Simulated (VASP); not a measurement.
# MgO (Fm-3m) in VASP: Born charges and dielectric tensor with LDA

Aim: the Born charges and dielectric tensor of MgO with LDA.

Program: VASP 6.6.1. These are calculated values, not measurements. Logs are shortened: lines on timing, memory, paths and dates and some standing lists are left out, and cuts for length are marked.

**The experiment to reproduce.**

“Electronic structure of alkaline earth and post-transition metal oxides”, 2009, arxiv:0908.1581 quotes, for a bulk crystal of MgO: band gap 7.83 eV.

“Infrared Optical Properties of Ferropericlase (Mg1-xFexO): Experiment and Theory”, 2007, arxiv:0704.2267 reports, for a bulk crystal of MgO at 295 K: high-frequency dielectric constant 2.95 ± 0.1.

The results are compared with them further down.

### 1 The structure

Symmetry: Fm-3m, No. 225, cubic system. Conventional cell: a = 4.208 Å, b = 4.208 Å, c = 4.208 Å, α = 90.00°, β = 90.00°, γ = 90.00°. Around Mg (site symmetry m-3m) lie 6 O at 2.10 Å. O (site symmetry m-3m) is surrounded by 6 Mg at 2.10 Å.

### 2 Born charges and dielectric tensor, LDA

INCAR reads:

```
ALGO = Normal
EDIFF = 1E-8
ENCUT = 600
IBRION = 8
ISIF = 2
ISMEAR = 0
LASPH = T
LCHARG = F
LEPSILON = T
LREAL = F
LWAVE = F
NELM = 60
NSW = 1
PREC = Accurate
SIGMA = 0.02
```

KPOINTS reads:

```
k-points
0
Gamma
  10 10 10
```

POSCAR reads:

```
MgO
1.0
    0.0000000000      2.1038000000      2.1038000000
    2.1038000000      0.0000000000      2.1038000000
    2.1038000000      2.1038000000      0.0000000000
Mg O
1 1
Direct
    0.0000000000      0.0000000000      0.0000000000
    0.5000000000      0.5000000000      0.5000000000
```

Potentials or basis: VASP PAW LDA potentials, release 64 (Mg, O).

Started as:

```bash
$ cat potpaw_LDA.64/Mg/POTCAR potpaw_LDA.64/O/POTCAR > POTCAR
$ mpirun -np 1 vasp_std > vasp.out
```

OUTCAR:

```text
EDIFF = 1E-8
   ENCUT = 600
   IBRION = 8
   ISIF = 2
   ISMEAR = 0
   LASPH = T
   LEPSILON = T
   LREAL = F
   NELM = 60
   NSW = 1
   PREC = Accurate

 ion  position               nearest neighbor table
   1  0.000  0.000  0.000-   2 2.10   2 2.10   2 2.10   2 2.10   2 2.10   2 2.10
   2  0.500  0.500  0.500-   1 2.10   1 2.10   1 2.10   1 2.10   1 2.10   1 2.10

  LATTYP: Found a face centered cubic cell.
 ALAT       =     4.2076000000

  Lattice vectors:

 A1 = (   0.0000000000,   2.1038000000,   2.1038000000)
 A2 = (   2.1038000000,   0.0000000000,   2.1038000000)
 A3 = (   2.1038000000,   2.1038000000,   0.0000000000)

Analysis of symmetry for initial positions (statically):
=====================================================================
 Subroutine PRICEL returns:
 Original cell was already a primitive cell.

 Routine SETGRP: Setting up the symmetry group for a
 face centered cubic supercell.

 Subroutine GETGRP returns: Found 48 space group operations
 (whereof 48 operations were pure point group operations)
 out of a pool of 48 trial point group operations.

The static configuration has the point symmetry O_h .

Analysis of symmetry for dynamics (positions and initial velocities):
=====================================================================
 Subroutine PRICEL returns:
 Original cell was already a primitive cell.

 Routine SETGRP: Setting up the symmetry group for a
 face centered cubic supercell.

 Subroutine GETGRP returns: Found 48 space group operations
 (whereof 48 operations were pure point group operations)
 out of a pool of 48 trial point group operations.

The dynamic configuration has the point symmetry O_h .

 Subroutine INISYM returns: Found 48 space group operations
 (whereof 48 operations are pure point group operations),
 and found     1 'primitive' translations

[... 498 lines left out ...]
     0.00000 -0.00000  0.00715

 MACROSCOPIC STATIC DIELECTRIC TENSOR (including local field effects in DFT)
 ------------------------------------------------------
           3.144948     0.000000     0.000000
           0.000000     3.144948     0.000000
          -0.000000     0.000000     3.144948
 ------------------------------------------------------

 PIEZOELECTRIC TENSOR (including local field effects)  for field in x, y, z        (e  Angst)
          XX          YY          ZZ          XY          YZ          ZX
  --------------------------------------------------------------------------------
  x     0.00000     0.00000     0.00000     0.00000     0.00000     0.00000
  y     0.00000     0.00000     0.00000     0.00000     0.00000     0.00000
  z     0.00000     0.00000     0.00000     0.00000     0.00000     0.00000

 PIEZOELECTRIC TENSOR (including local field effects)  for field in x, y, z        (C/m^2)
          XX          YY          ZZ          XY          YZ          ZX
  --------------------------------------------------------------------------------
  x     0.00000     0.00000     0.00000     0.00000     0.00000     0.00000
  y     0.00000     0.00000     0.00000     0.00000     0.00000     0.00000
  z     0.00000     0.00000     0.00000     0.00000     0.00000     0.00000

 BORN EFFECTIVE CHARGES (including local field effects) (in |e|, cummulative output)
 ---------------------------------------------------------------------------------
 ion    1
    1     1.96702     0.00000     0.00000
    2    -0.00000     1.96702     0.00000
    3     0.00000     0.00000     1.96702
 ion    2
    1    -1.96702    -0.00000     0.00000
    2     0.00000    -1.96702     0.00000
    3     0.00000     0.00000    -1.96702

 INTERNAL STRAIN TENSOR FOR ION    2 for displacements in x,y,z  (eV/Angst):
          X           Y           Z          XY          YZ          ZX
  --------------------------------------------------------------------------------
  x     0.00000     0.00000     0.00000     0.00000     0.00000     0.00000
  y     0.00000     0.00000     0.00000     0.00000     0.00000     0.00000
  z     0.00000     0.00000     0.00000     0.00000     0.00000     0.00000

 SECOND DERIVATIVES (NOT SYMMETRIZED)
 ------------------------------------
               1X          1Y          1Z          2X          2Y          2Z
  1X    -5.144230    0.000000    0.000000    5.144230    0.000000    0.000000
  1Y     0.000000   -5.144230    0.000000    0.000000    5.144230    0.000000
  1Z     0.000000    0.000000   -5.144230    0.000000    0.000000    5.144230
  2X     5.164391    0.000000    0.000000   -5.164391    0.000000    0.000000
  2Y     0.000000    5.164391    0.000000    0.000000   -5.164391    0.000000
  2Z     0.000000    0.000000    5.164391    0.000000    0.000000   -5.164391

 Eigenvectors and eigenvalues of the dynamical matrix
 ----------------------------------------------------

   1 f  =   11.428661 THz    71.808396 2PiTHz  381.219105 cm-1    47.265124 meV
             X         Y         Z           dx          dy          dz
      0.000000  0.000000  0.000000     0.563171    0.280849    0.000000
      2.103800  2.103800  2.103800    -0.695468   -0.346825    0.000000
[... 21 lines left out ...]
   6 f/i=    0.010932 THz     0.068686 2PiTHz    0.364642 cm-1     0.045210 meV
             X         Y         Z           dx          dy          dz
      0.000000  0.000000  0.000000     0.755425   -0.182472    0.000000
      2.103800  2.103800  2.103800     0.611722   -0.147761    0.000000

--------------------------------------------------------------------------------------------------------

 MACROSCOPIC STATIC DIELECTRIC TENSOR IONIC CONTRIBUTION
 ------------------------------------------------------
           7.294047    -0.000000     0.000000
          -0.000000     7.294047    -0.000000
           0.000000    -0.000000     7.294047
 ------------------------------------------------------

 ELASTIC MODULI CONTR FROM IONIC RELAXATION (kBar)
 Direction    XX          YY          ZZ          XY          YZ          ZX
 --------------------------------------------------------------------------------
 XX           0.0000      0.0000      0.0000      0.0000      0.0000      0.0000
 YY           0.0000      0.0000      0.0000      0.0000      0.0000      0.0000
 ZZ           0.0000      0.0000      0.0000      0.0000      0.0000      0.0000
 XY           0.0000      0.0000      0.0000      0.0000      0.0000      0.0000
 YZ           0.0000      0.0000      0.0000      0.0000      0.0000      0.0000
 ZX           0.0000      0.0000      0.0000      0.0000      0.0000      0.0000
 --------------------------------------------------------------------------------

 PIEZOELECTRIC TENSOR IONIC CONTR  for field in x, y, z        (C/m^2)
          XX          YY          ZZ          XY          YZ          ZX
  --------------------------------------------------------------------------------
  x     0.00000     0.00000     0.00000     0.00000     0.00000     0.00000
  y     0.00000     0.00000     0.00000     0.00000     0.00000     0.00000
  z     0.00000     0.00000     0.00000     0.00000     0.00000     0.00000
```

Wall time 79 s (1 thread of Intel Xeon Platinum 8259CL at 2.50GHz (Skylake/Cascade Lake), shared host); peak memory 0.18 GiB.

What came out:

```yaml
Band_gap_on_the_k_mesh: 4.69 eV, direct
Electronic_dielectric_tensor_diagonal: 3.14
Born_charges_mean_of_the_diagonal: Mg +1.97; O -1.97 e
Highest_phonon_frequency_at_Γ_LO-TO_splitting_left_out: 381 cm⁻¹
```

Phonon frequencies in cm⁻¹ (negative: imaginary):
| q point | frequencies |
| --- | --- |
| (0.000, 0.000, 0.000) | 0 0 0 381 381 381 |

Electronic dielectric tensor:
```
3.14 0.00 0.00
0.00 3.14 0.00
0.00 0.00 3.14
```

Born effective charge tensors (e):
atom 1, Mg
```
1.97 0.00 0.00
0.00 1.97 0.00
0.00 0.00 1.97
```
atom 2, O
```
-1.97  0.00  0.00
 0.00 -1.97  0.00
 0.00  0.00 -1.97
```

### 3 Comparison with measurements

Step 2. Against the measured gap of MgO, 7.83 eV (quoted in “Electronic structure of alkaline earth and post-transition metal oxides”, 2009, arxiv:0908.1581), the calculated 4.69 eV is off by -3.14 eV. The value is that of LDA, without temperature or zero-point motion. Semilocal functionals fall short of measured gaps as a rule. Measured high-frequency dielectric constant of MgO: 2.95 (295 K; “Infrared Optical Properties of Ferropericlase (Mg1-xFexO): Experiment and Theory”, 2007, arxiv:0704.2267). This calculation gives 3.14 (+6.6 %).
